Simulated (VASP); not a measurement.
Method: r2SCAN meta-GGA, VASP's PBE PAW potentials (set 64) (plane waves; VASP).

VASP input:

**POSCAR**
```
PbTe
1
    0.0000000000     3.2676777126     3.2676777126
    3.2676777126     0.0000000000     3.2676777126
    3.2676777126     3.2676777126    -0.0000000000
Te Pb
1 1
Direct
  0.5000000000   0.5000000000   0.5000000000
  1.0000000000   0.0000000000   0.0000000000
```

INCAR:
```
SYSTEM = PbTe
PREC = Accurate
ENCUT = 400
EDIFF = 1E-8
NELM = 100
ALGO = Normal
LREAL = .FALSE.
LASPH = .TRUE.
ISMEAR = 0
SIGMA = 0.05
METAGGA = R2SCAN
LMIXTAU = .TRUE.
LMAXMIX = 4
LWAVE = .FALSE.
LCHARG = .FALSE.
IBRION = 1
ISIF = 2
NSW = 30
EDIFFG = -0.001
```

**KPOINTS**
```
Automatic mesh
0
Gamma
6 6 6
0 0 0
```

POTCAR, in this order: Te Pb_d (PBE.64 set). Program: vasp_std.

Unless said otherwise, spin-orbit coupling is left out, though it shifts the bands of the heavy elements here.

Problem. What does the run give for the energy per atom (σ→0), band gap (on the k-mesh)?

Solution. 
- energy per atom (σ→0): -41353 meV/atom
- band gap (on the k-mesh): 1.09 eV

OSZICAR:
```
...
DAV:  22    -0.827054708579E+02    0.29523E-06   -0.46742E-08   454   0.183E-03    0.801E-04
DAV:  23    -0.827054710662E+02   -0.20833E-06   -0.62887E-09   248   0.129E-03    0.341E-04
DAV:  24    -0.827054709783E+02    0.87911E-07   -0.47236E-09   242   0.771E-04    0.137E-04
DAV:  25    -0.827054710786E+02   -0.10035E-06   -0.11374E-09   224   0.439E-04    0.948E-05
DAV:  26    -0.827054710513E+02    0.27353E-07   -0.42524E-10   224   0.266E-04    0.375E-05
DAV:  27    -0.827054710646E+02   -0.13288E-07   -0.12205E-10   224   0.151E-04    0.148E-05
DAV:  28    -0.827054710664E+02   -0.17956E-08   -0.39164E-11   224   0.834E-05
   1 F= -.82705471E+02 E0= -.82705471E+02  d E =-.827055E+02
```

The compound is PbTe in the rock salt structure. It was relaxed first. The start is the result of an earlier pass.
